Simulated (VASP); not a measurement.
Consider the following.

```xyz
2
Lattice="0.0000 2.6913 2.6913 2.6913 0.0000 2.6913 2.6913 2.6913 0.0000" Properties=species:S:1:pos:R:3 pbc="T T T"
Zn     0.0000     0.0000     0.0000
S      1.3456     1.3456     1.3456
```

Level of theory: r2SCAN meta-GGA, VASP's PBE PAW potentials (set 64) (plane waves; VASP). Settings: 480 eV cut-off, 8×8×8 Γ-centred mesh, Gaussian smearing of 0.050 eV, potentials Zn S.

Each relaxation starts from this cell; other phases were not tried.

Problem. The cell is relaxed at 5 GPa. What happens?

Solution. The volume per atom goes from 19.49 to 18.50 Å³ (-5.1 %), and the cell becomes a = 5.2893 Å, b = 5.2893 Å, c = 5.2893 Å, α = 90.00°, β = 90.00°, γ = 90.00°, space group F-43m. The gap on the mesh goes from 2.73 to 2.98 eV.

Problem. The cell is relaxed at 30 GPa. What happens?

Solution. The volume per atom goes from 19.49 to 15.55 Å³ (-20.2 %), and the cell becomes a = b = c = 4.9918 Å, α = β = γ = 90.00°, space group F-43m. The gap on the mesh goes from 2.73 to 3.09 eV.

Failed runs are left out, and for metals the shear rows, which the mesh's noise covers.

The compound is ZnS in the zinc blende structure.
